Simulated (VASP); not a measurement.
Method: LDA (Ceperley-Alder, Perdew-Zunger), VASP's LDA PAW potentials (set 64) (plane waves; VASP).

The input files of a VASP run:

### POSCAR
```
CdSe
4.2510220
  0.5000000076  -0.8660253633   0.0000000000
  0.5000000076   0.8660253633   0.0000000000
  0.0000000000   0.0000000000   1.6313201000
Cd Se
2 2
Cartesian
  0.5000000076  -0.2886756984   0.8156596298
  0.5000000076   0.2886756984   1.6313196798
  0.5000000076  -0.2886756984   1.4290368278
  0.5000000076   0.2886756984   0.6133767778
```

INCAR:
```
SYSTEM = CdSe
PREC = Accurate
ENCUT = 400
EDIFF = 1E-7
NELM = 100
ALGO = Normal
LREAL = .FALSE.
LASPH = .TRUE.
ISMEAR = -5
LMAXMIX = 4
LWAVE = .FALSE.
LCHARG = .TRUE.
LORBIT = 11
NEDOS = 601
ISIF = 2
LEFG = .TRUE.
```

File KPOINTS:
```
Automatic mesh
0
Gamma
7 7 4
0 0 0
```

POTCAR, in this order: Cd Se (LDA.64 set). Program: vasp_std.

Output of the run:

File OSZICAR:
```
       N       E                     dE             d eps       ncg     rms          rms(c)
DAV:   1     0.217460713350E+03    0.21746E+03   -0.15285E+04  1056   0.121E+03
DAV:   2    -0.278136213062E+01   -0.22024E+03   -0.21577E+03  1206   0.328E+02
DAV:   3    -0.141662370826E+02   -0.11385E+02   -0.11352E+02  1242   0.762E+01
DAV:   4    -0.142565657665E+02   -0.90329E-01   -0.90310E-01  1188   0.657E+00
DAV:   5    -0.142573424075E+02   -0.77664E-03   -0.77659E-03  1260   0.546E-01    0.100E+01
DAV:   6    -0.135681815516E+02    0.68916E+00   -0.15773E+00  1354   0.135E+01    0.755E+00
DAV:   7    -0.135221481574E+02    0.46033E-01   -0.58344E-01  1200   0.440E+00    0.247E+00
DAV:   8    -0.135124421968E+02    0.97060E-02   -0.85136E-02  1128   0.326E+00    0.400E-01
DAV:   9    -0.135118328962E+02    0.60930E-03   -0.10218E-02  1200   0.135E+00    0.132E-01
DAV:  10    -0.135117021725E+02    0.13072E-03   -0.76796E-04  1302   0.371E-01    0.489E-02
DAV:  11    -0.135117164431E+02   -0.14271E-04   -0.76257E-05  1128   0.660E-02    0.141E-02
DAV:  12    -0.135117152105E+02    0.12327E-05   -0.19968E-05  1238   0.538E-02    0.750E-03
DAV:  13    -0.135117150267E+02    0.18381E-06   -0.26881E-06  1160   0.208E-02    0.881E-04
DAV:  14    -0.135117150541E+02   -0.27444E-07   -0.16977E-07   956   0.246E-03
   1 F= -.13511715E+02 E0= -.13511715E+02  d E =0.000000E+00
```

### OUTCAR
```
------------------------ aborting loop because EDIFF is reached ----------------------------------------
  FORCE on cell =-STRESS in cart. coord.  units (eV):
  Direction    XX          YY          ZZ          XY          YZ          ZX
  --------------------------------------------------------------------------------------
  Total        0.0342269      0.0342269      0.0375332      0.0000000     -0.0000000     -0.0000000
  in kB        0.5052751      0.5052751      0.5540847      0.0000000     -0.0000000     -0.0000000
  external PRESSURE =       0.5215450 kB  Pullay stress =       0.0000000 kB
  volume of cell :      108.53
      direct lattice vectors                 reciprocal lattice vectors
     2.125511032 -3.681492872  0.000000000     0.235237546 -0.135814469  0.000000000
     2.125511032  3.681492872  0.000000000     0.235237546  0.135814469  0.000000000
     0.000000000  0.000000000  6.934777634     0.000000000  0.000000000  0.144200730
  FREE ENERGIE OF THE ION-ELECTRON SYSTEM (eV)
  ---------------------------------------------------
  free  energy   TOTEN  =       -13.5117150541 eV

  energy  without entropy=      -13.5117150541  energy(sigma->0) =      -13.51171505

 total charge

# of ion       s       p       d       tot
------------------------------------------
    1        0.464   0.340   9.541  10.345
    2        0.464   0.340   9.541  10.345
    3        1.448   2.396   0.025   3.870
    4        1.448   2.396   0.025   3.870
--------------------------------------------------
tot          3.824   5.473  19.133  28.430

 Electric field gradients after diagonalization (V/A^2)
 (convention: |V_zz| > |V_xx| > |V_yy|)
----------------------------------------------------------------------
 ion       V_xx      V_yy      V_zz     asymmetry (V_yy - V_xx)/ V_zz
----------------------------------------------------------------------
   1      -1.498    -1.492     2.990       0.002
   2      -1.498    -1.492     2.990       0.002
   3      -0.743    -0.743     1.486       0.000
   4      -0.743    -0.742     1.486       0.001
```
(Selected blocks of OUTCAR.)

OUTCAR:
```
 val. band max:        1.1186699872   @ k =   0.0000   0.0000   0.0000

 cond. band min:       1.6148783476   @ k =   0.0000   0.0000   0.0000


 Fermi energy:         1.1325935038

 k-point     1 :       0.0000    0.0000    0.0000
  band No.  band energies     occupation
      1     -11.7459      2.00000
      2     -11.3273      2.00000
      3      -6.9563      2.00000
      4      -6.9500      2.00000
      5      -6.9500      2.00000
      6      -6.8751      2.00000
      7      -6.8751      2.00000
      8      -6.5794      2.00000
      9      -6.5794      2.00000
     10      -6.5081      2.00000
     11      -6.5081      2.00000
     12      -6.2165      2.00000
     13      -3.5720      2.00000
     14       0.2865      2.00000
     15       0.2866      2.00000
     16       1.0625      2.00000
     17       1.1186      2.00000
     18       1.1187      2.00000
     19       1.6149      0.00000
     20       3.1546      0.00000
     21       6.8301      0.00000
     22       6.8301      0.00000

 k-point     2 :       0.1429    0.0000    0.0000
  band No.  band energies     occupation
      1     -11.6775      2.00000
      2     -11.2963      2.00000
      3      -6.9356      2.00000
      4      -6.9254      2.00000
      5      -6.9019      2.00000
      6      -6.8449      2.00000
      7      -6.8407      2.00000
      8      -6.5925      2.00000
      9      -6.5792      2.00000
     10      -6.5314      2.00000
     11      -6.5030      2.00000
     12      -6.1750      2.00000
     13      -3.4383      2.00000
     14      -0.6144      2.00000
     15      -0.1579      2.00000
     16       0.0181      2.00000
     17       0.8969      2.00000
     18       0.9592      2.00000
     19       2.8147      0.00000
     20       3.9917      0.00000
     21       6.2690      0.00000
     22       7.1356      0.00000

 k-point     3 :       0.2857    0.0000    0.0000
  band No.  band energies     occupation
      1     -11.5133      2.00000
...
```

The compound is CdSe in the wurtzite structure. It was relaxed first.
